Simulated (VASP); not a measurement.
Output of a VASP run:

File OUTCAR:
```
 ion  position               nearest neighbor table
   1  0.000  0.000  0.000-   4 1.99   5 1.99   4 1.99   5 1.99   3 2.02   6 2.02
   2  0.500  0.500  0.500-   3 1.99   6 1.99   3 1.99   6 1.99   5 2.02   4 2.02
   3  0.305  0.305  0.000-   2 1.99   2 1.99   1 2.02
   4  0.805  0.195  0.500-   1 1.99   1 1.99   2 2.02
   5  0.195  0.805  0.500-   1 1.99   1 1.99   2 2.02
   6  0.695  0.695  0.000-   2 1.99   2 1.99   1 2.02
  LATTYP: Found a simple tetragonal cell.
 ALAT       =     4.6964971935
 C/A-ratio  =     0.6412217439
 Subroutine PRICEL returns:
 Original cell was already a primitive cell.
 Subroutine GETGRP returns: Found 16 space group operations
The static configuration has the point symmetry D_2h.
 The point group associated with its full space group is D_4h.
The dynamic configuration has the point symmetry D_2h.
 Subroutine INISYM returns: Found 16 space group operations
 Subroutine IBZKPT returns following result:
 Found     24 irreducible k-points:

 Following reciprocal coordinates:
            Coordinates               Weight
  0.000000  0.000000  0.000000      1.000000
  0.250000  0.000000  0.000000      4.000000
  0.500000  0.000000  0.000000      2.000000
  0.250000  0.250000  0.000000      4.000000
  0.500000  0.250000  0.000000      4.000000
  0.500000  0.500000  0.000000      1.000000
  0.000000  0.000000  0.142857      2.000000
  0.250000  0.000000  0.142857      8.000000
  0.500000  0.000000  0.142857      4.000000
  0.250000  0.250000  0.142857      8.000000
  0.500000  0.250000  0.142857      8.000000
  0.500000  0.500000  0.142857      2.000000
  0.000000  0.000000  0.285714      2.000000
  0.250000  0.000000  0.285714      8.000000
  0.500000  0.000000  0.285714      4.000000
  0.250000  0.250000  0.285714      8.000000
  0.500000  0.250000  0.285714      8.000000
  0.500000  0.500000  0.285714      2.000000
  0.000000  0.000000  0.428571      2.000000
  0.250000  0.000000  0.428571      8.000000
  0.500000  0.000000  0.428571      4.000000
  0.250000  0.250000  0.428571      8.000000
  0.500000  0.250000  0.428571      8.000000
  0.500000  0.500000  0.428571      2.000000
   k-points           NKPTS =     24   k-points in BZ     NKDIM =     24   number of bands    NBANDS=     28
   number of dos      NEDOS =    301   number of ions     NIONS =      6
   total plane-waves  NPLWV =  31104
   dimension x,y,z NGX =    36 NGY =   36 NGZ =   24
   dimension x,y,z NGXF=    72 NGYF=   72 NGZF=   48
   ions per type =               2   4
   PREC   = accura    normal or accurate (medium, high low for compatibility)
   ISTART =      0    job   : 0-new  1-cont  2-samecut
   ICHARG =      2    charge: 1-file 2-atom 10-const
   ISPIN  =      1    spin polarized calculation?
   LNONCOLLINEAR =      F non collinear calculations
   LSORBIT =      F    spin-orbit coupling
   INIWAV =      1    electr: 0-lowe 1-rand  2-diag
   ENCUT  =  520.0 eV  38.22 Ry    6.18 a.u.   8.73  8.73  5.60*2*pi/ulx,y,z
   NELM   =    100;   NELMIN=  2; NELMDL= -5     # of ELM steps
   EDIFF  = 0.1E-05   stopping-criterion for ELM
   LREAL  =      F    real-space projection
   NLSPLINE    = F    spline interpolate recip. space projectors
   LMAXMIX     =    4 max onsite mixed and CHGCAR
   VOSKOWN=      0    Vosko Wilk Nusair interpolation
   EDIFFG = -.2E-01   stopping-criterion for IOM
   NSW    =     60    number of steps for IOM
   NBLOCK =      1;   KBLOCK =     60    inner block; outer block
   IBRION =      2    ionic relax: 0-MD 1-quasi-New 2-CG
   NFREE  =      1    steps in history (QN), initial steepest desc. (CG)
   ISIF   =      3    stress and relaxation
   ISYM   =      2    0-nonsym 1-usesym 2-fastsym
   TEIN   =    0.0    initial temperature
   TEBEG  =    0.0;   TEEND  =   0.0 temperature during run
   SMASS  =  -3.00    Nose mass-parameter (am)
   PSTRESS=    0.0 pullay stress
   NELECT =      48.0000    total number of electrons
   EFERMI =   0.00;   METHOD = LEGACY
   ISMEAR =     0;   SIGMA  =   0.05  broadening in eV -4-tet -1-fermi 0-gaus
...
```

File OSZICAR:
```
       N       E                     dE             d eps       ncg     rms          rms(c)
DAV:   1     0.693663827946E+03    0.69366E+03   -0.25162E+04  1344   0.199E+03
DAV:   2     0.704032319743E+02   -0.62326E+03   -0.60366E+03  1404   0.578E+02
DAV:   3    -0.566204663953E+02   -0.12702E+03   -0.12327E+03  2092   0.221E+02
DAV:   4    -0.619904159080E+02   -0.53699E+01   -0.53650E+01  1776   0.503E+01
DAV:   5    -0.622369676078E+02   -0.24655E+00   -0.24650E+00  1972   0.853E+00    0.317E+01
DAV:   6    -0.425549105608E+02    0.19682E+02   -0.15586E+02  1632   0.106E+02    0.145E+01
DAV:   7    -0.417144043577E+02    0.84051E+00   -0.31973E+01  1692   0.432E+01    0.803E+00
DAV:   8    -0.411614847173E+02    0.55292E+00   -0.25779E+00  1688   0.138E+01    0.372E+00
DAV:   9    -0.412087429546E+02   -0.47258E-01   -0.95535E-01  2076   0.666E+00    0.219E+00
DAV:  10    -0.411963524344E+02    0.12391E-01   -0.74290E-01  1840   0.725E+00    0.111E+00
DAV:  11    -0.411764270530E+02    0.19925E-01   -0.11933E-01  1740   0.257E+00    0.751E-02
DAV:  12    -0.411767902601E+02   -0.36321E-03   -0.30524E-03  1712   0.425E-01    0.423E-02
DAV:  13    -0.411767584807E+02    0.31779E-04   -0.30018E-04  2048   0.163E-01    0.705E-03
DAV:  14    -0.411767573371E+02    0.11435E-05   -0.12598E-05  1748   0.286E-02    0.594E-03
DAV:  15    -0.411767549848E+02    0.23523E-05   -0.29566E-06  1300   0.174E-02    0.243E-03
DAV:  16    -0.411767552176E+02   -0.23282E-06   -0.35721E-07   948   0.567E-03
   1 F= -.41176755E+02 E0= -.41176755E+02  d E =-.411768E+02
       N       E                     dE             d eps       ncg     rms          rms(c)
DAV:   1    -0.411832038201E+02   -0.64488E-02   -0.20085E-01  1692   0.488E+00    0.693E-01
DAV:   2    -0.411775952612E+02    0.56086E-02   -0.24627E-02  1808   0.151E+00    0.272E-01
DAV:   3    -0.411766049573E+02    0.99030E-03   -0.75882E-03  1480   0.536E-01    0.869E-02
DAV:   4    -0.411765647992E+02    0.40158E-04   -0.16127E-03  2048   0.237E-01    0.552E-02
DAV:   5    -0.411766095440E+02   -0.44745E-04   -0.97216E-05  1820   0.883E-02    0.298E-02
DAV:   6    -0.411766817021E+02   -0.72158E-04   -0.17350E-04  1996   0.463E-02    0.219E-02
DAV:   7    -0.411766864440E+02   -0.47419E-05   -0.59090E-06  1628   0.185E-02    0.127E-02
DAV:   8    -0.411766904196E+02   -0.39755E-05   -0.47126E-06  1408   0.204E-02    0.193E-03
DAV:   9    -0.411766903610E+02    0.58621E-07   -0.29275E-07   836   0.447E-03
   2 F= -.41176690E+02 E0= -.41176690E+02  d E =0.648567E-04
       N       E                     dE             d eps       ncg     rms          rms(c)
DAV:   1    -0.411788344341E+02   -0.21440E-02   -0.58231E-02  1696   0.262E+00    0.373E-01
DAV:   2    -0.411771949019E+02    0.16395E-02   -0.70654E-03  1760   0.805E-01    0.146E-01
DAV:   3    -0.411769193599E+02    0.27554E-03   -0.21485E-03  1420   0.289E-01    0.435E-02
DAV:   4    -0.411769159752E+02    0.33847E-05   -0.44122E-04  2016   0.119E-01    0.300E-02
DAV:   5    -0.411769282642E+02   -0.12289E-04   -0.27515E-05  1788   0.483E-02    0.159E-02
DAV:   6    -0.411769468666E+02   -0.18602E-04   -0.50543E-05  1968   0.247E-02    0.122E-02
DAV:   7    -0.411769463793E+02    0.48723E-06   -0.15041E-06   940   0.111E-02
   3 F= -.41176946E+02 E0= -.41176946E+02  d E =-.191162E-03
```

OUTCAR:
```
------------------------ aborting loop because EDIFF is reached ----------------------------------------
  FORCE on cell =-STRESS in cart. coord.  units (eV):
  Direction    XX          YY          ZZ          XY          YZ          ZX
  --------------------------------------------------------------------------------------
  Total        0.0015900      0.0015900     -0.0559327     -0.0000000      0.0000000      0.0000000
  in kB        0.0382739      0.0382739     -1.3463907     -0.0000000      0.0000000      0.0000000
  external PRESSURE =      -0.4232810 kB  Pullay stress =       0.0000000 kB
  volume of cell :       66.56
      direct lattice vectors                 reciprocal lattice vectors
     4.699744489  0.000000000  0.000000000     0.212777525  0.000000000  0.000000000
    -0.000000000  4.699744489  0.000000000    -0.000000000  0.212777525  0.000000000
     0.000000000  0.000000000  3.013399776     0.000000000  0.000000000  0.331851090
 POSITION                                       TOTAL-FORCE (eV/Angst)
 -----------------------------------------------------------------------------------
      0.00000      0.00000      0.00000        -0.000000      0.000000     -0.000000
      2.34987      2.34987      1.50670        -0.000000      0.000000     -0.000000
      1.43261      1.43261      0.00000         0.002289      0.002289     -0.000000
      3.78248      0.91727      1.50670         0.002289     -0.002289     -0.000000
      0.91727      3.78248      1.50670        -0.002289      0.002289     -0.000000
      3.26714      3.26714      0.00000        -0.002289     -0.002289      0.000000
 -----------------------------------------------------------------------------------
    total drift:                                0.000000      0.000000     -0.000000
  FREE ENERGIE OF THE ION-ELECTRON SYSTEM (eV)
  ---------------------------------------------------
  free  energy   TOTEN  =       -41.1769463793 eV

  energy  without entropy=      -41.1769463793  energy(sigma->0) =      -41.17694638

 reached required accuracy - stopping structural energy minimisation
```
(Selected blocks of OUTCAR.)

### POSCAR
```
TiO2
1
    4.6964971935    -0.0000000000     0.0000000000
    0.0000000000     4.6964971935     0.0000000000
    0.0000000000     0.0000000000     3.0114961207
Ti O
2 4
Direct
  0.0000000000   0.0000000000   0.0000000000
  0.5000000000   0.5000000000   0.5000000000
  0.3048620688   0.3048620688   0.0000000000
  0.8048620688   0.1951379312   0.5000000000
  0.1951379312   0.8048620688   0.5000000000
  0.6951379312   0.6951379312   0.0000000000
```

Problem. Reconstruct the remaining input files.

Solution. One answer among several that fit: the input of the run itself, vdW-DF2, plane waves, VASP's PBE PAW potentials (set 64).

INCAR:
```
! general
SYSTEM   = TiO2
PREC     = Accurate
ENCUT    = 520
LREAL    = .False.
LASPH    = .True.

! electronic loop
EDIFF    = 1E-6
NELM     = 100
ALGO     = Normal
LMAXMIX  = 4

! smearing
ISMEAR   = 0
SIGMA    = 0.05

! functional
GGA      = ML
LUSE_VDW = .True.
AGGAC    = 0.0
ZAB_VDW  = -1.8867

! ions
IBRION   = 2
NSW      = 60
ISIF     = 3
EDIFFG   = -0.02

! output
LWAVE    = .False.
LCHARG   = .False.
```

File KPOINTS:
```
Automatic mesh
0
Gamma
4 4 7
0 0 0
```

POTCAR, in this order: Ti_sv O (PBE.64 set). Program: vasp_std.

The compound is TiO2 in the rutile structure. This run relaxes it. Symmetry was kept, so distortions that lower it aren't found. The start is the result of an earlier pass.
